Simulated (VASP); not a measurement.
# Ac2O3: electric field gradients

How much do local probes of Ac2O3 depend on the functional? The cell has space group P-3m1. The start is a cell from a database of measured crystal structures.

Program: VASP 6.6.1. Level of theory: LDA; plane waves and PAW (Ac, O), in the first sound run; inputs show where later runs differ. Results are calculated unless marked as measured.

Report form: the programs' logs are mostly left out.

The database entry behind the starting cell is an old determination (1949), so it need not match the best structure at ambient conditions.

## 1. Starting point

Symmetry: P-3m1, No. 164, trigonal system. The conventional cell has a = 4.080 Å, b = 4.080 Å, c = 6.300 Å, α = 90.00°, β = 90.00°, γ = 120.00°. Nearest to Ac lie 7 O at 2.49 to 2.78 Å. Nearest to O lie 4 Ac at 2.49 to 2.50 Å. O has 6 Ac at 2.78 Å nearest. Farther neighbours and most contacts between anions are not listed.

As a file:

```xyz
5
Lattice="4.0800 0.0000 0.0000 -2.0400 3.5334 0.0000 0.0000 0.0000 6.3000" Properties=species:S:1:pos:R:3 pbc="T T T"
Ac    2.0400    1.1778    4.8195
Ac    0.0000    2.3556    1.4805
O     2.0400    1.1778    2.3310
O     0.0000    2.3556    3.9690
O     0.0000    0.0000    0.0000
```

## 2. Local probes at LDA

Field gradients probe the charge near the nuclei, so LASPH is on and the cutoff is at least 1.4 times the default of the data sets; this run is at LDA.

Input file INCAR:

```
SYSTEM = Ac2O3
PREC = Accurate
ENCUT = 560
EDIFF = 1E-07
NELM = 100
ISMEAR = -1
SIGMA = 0.05
LREAL = .FALSE.
ALGO = Normal
GGA = CA
NBANDS = 26
LASPH = .TRUE.
LORBIT = 11
LWAVE = .FALSE.
LCHARG = .FALSE.
KPAR = 4
LEFG = .TRUE.
ICORELEVEL = 1
```

Input file POSCAR:

```
Ac2O3
1.0
    4.0800000000      0.0000000000      0.0000000000
   -2.0400000000      3.5333836474      0.0000000000
    0.0000000000      0.0000000000      6.3000000000
Ac O
2 3
Direct
    0.6666666667      0.3333333333      0.7650000000
    0.3333333333      0.6666666667      0.2350000000
    0.6666666667      0.3333333333      0.3700000000
    0.3333333333      0.6666666667      0.6300000000
    0.0000000000      0.0000000000      0.0000000000
```

Input file KPOINTS:

```
Automatic mesh
0
Gamma
9 9 4
0 0 0
```

PAW data sets: Ac and O (PBE family, release 64).

The run is started by

```bash
$ mpirun -np 4 vasp_std
```

The job ended after 39 s (4 MPI ranks of Intel Xeon Platinum 8259CL at 2.50GHz (Skylake/Cascade Lake), shared host; peak memory 1 GiB; 2.5 min of CPU time).

These are scalar-relativistic Kohn-Sham levels of the ground state, with no core hole, so they are not binding energies. The atoms bear forces, and field gradients depend strongly on their positions. The PAW data sets were made with PBE, a small mismatch for LDA.

Numbers from this step:

```yaml
free_energy_toten: -43.46 eV
fermi_energy: 5.634 eV
pressure: -6.585 GPa
```

The two shallowest core shells; atoms whose shallowest level rounds to another's at 0.01 eV are left out. Core levels, by row:

```
atom  shell  level below the valence-band top (eV)
 Ac1     5p                                  166.1
 Ac1     5d                                  71.19
  O3     1s                                  503.6
  O5     1s                                    504
```

Ordered as |Vzz| ≥ |Vxx| ≥ |Vyy|, the program's way. Electric field gradients, by row:

```
atom  Vxx (V/Å²)  Vyy (V/Å²)  Vzz (V/Å²)  asymmetry
 Ac1      -116.1      -116.1       232.2          0
 Ac2      -116.1      -116.1       232.2          0
  O3       -6.35      -6.348        12.7          0
  O4       -6.35      -6.348        12.7          0
  O5       4.864       4.858      -9.722      0.001
```

The largest gradient is 232.2 V/Å², at Ac1.

## 3. Local probes at r2SCAN

This step: r2SCAN; plane waves and PAW (Ac, O) (VASP 6.6.1).

Field gradients probe the charge near the nuclei, so LASPH is on and the cutoff is at least 1.4 times the default of the data sets; this run is at r2SCAN.

Edit INCAR of step 2 so:

```diff
@@ -9,5 +9,5 @@
 ALGO = Normal
-GGA = CA
+METAGGA = R2SCAN
+LASPH = .TRUE.
 NBANDS = 26
-LASPH = .TRUE.
 LORBIT = 11
@@ -17,2 +17 @@
 LEFG = .TRUE.
-ICORELEVEL = 1
```

POSCAR is that of step 2.

KPOINTS is that of step 2.

The run is started by

```bash
$ mpirun -np 4 vasp_std
```

Elapsed: 2 min, on 4 MPI ranks; peak memory 1.2 GiB.

The PAW data sets were made with PBE, which is usual practice but a small mismatch for other functionals.

Numbers from this step:

```
free energy (TOTEN) : -173.1199 eV
Fermi energy        : 5.727 eV
pressure            : -0.9575 GPa
```

Ordered as |Vzz| ≥ |Vxx| ≥ |Vyy|, the program's way. Electric field gradients, by row:

```
atom  Vxx (V/Å²)  Vyy (V/Å²)  Vzz (V/Å²)  asymmetry
 Ac1      -119.6      -119.6       239.3          0
 Ac2      -119.6      -119.6       239.3          0
  O3      -6.085      -6.082       12.17          0
  O4      -6.085      -6.082       12.17          0
  O5       4.749       4.743      -9.493      0.001
```

The largest gradient is 239.3 V/Å², at Ac1.

## 4. Summary

This step: electric field gradients, LDA, r2SCAN; plane waves and PAW (VASP 6.6.1).

Derived from the runs above.

Cost is wall time times ranks on a shared host. EFG, by row:

```
functional  Vzz Ac1 (V/Å²)  Vzz O3 (V/Å²)  Vzz O5 (V/Å²)  cost (core minutes)
       LDA           232.2           12.7         -9.722                  2.6
    r2SCAN           239.3          12.17         -9.493                  8.2
```

## 5. Outcome

```
LDA    : largest |Vzz| 232 V/Å²
r2SCAN : largest |Vzz| 239 V/Å²
```

**Reading.** The largest field gradient is that at Ac1, Vzz = 232 V/Å² at LDA, with an asymmetry of 0.00. On that site the functionals span 232 to 239 V/Å², at costs of 2.6 to 8.2 core minutes. For isotopes with a quadrupole moment, the coupling follows from Vzz times that moment. Kohn-Sham core levels are too shallow against measured binding energies; only differences between inequivalent sites of one element, where there are any, carry meaning. The given cell is kept, although it stands at -6.6 GPa at LDA and ENCUT = 560 eV, which holds the mismatch of the given cell with this functional, any error of the entry itself and any basis-set error. The atoms weren't relaxed and carry forces of up to 1.8 eV/Å at LDA, so the numbers belong to the given coordinates, and a relaxation would change them. So large a force or stress means that the given cell is far from the equilibrium of this level, whether by faulty coordinates, another magnetic state or phase, or the functional; the values can't be taken for those of the compound at rest. Not tabulated here, as repeats of values shown or as unfit to read for their mesh, reference level or band range: gaps (local probes).

[Lines on the potential files, build, host, timing and source positions are cut from VASP's logs without a mark.]

[Logs are printed without paths, hosts, clocks, repeated set-up lines and the standing remarks that a program may print on its own settings, such as how far it seeks lower states.]

[Hosts, paths, dates, database ids (printed as entryN), source tags and the programs' standing remarks are cut or masked in the printed files.]
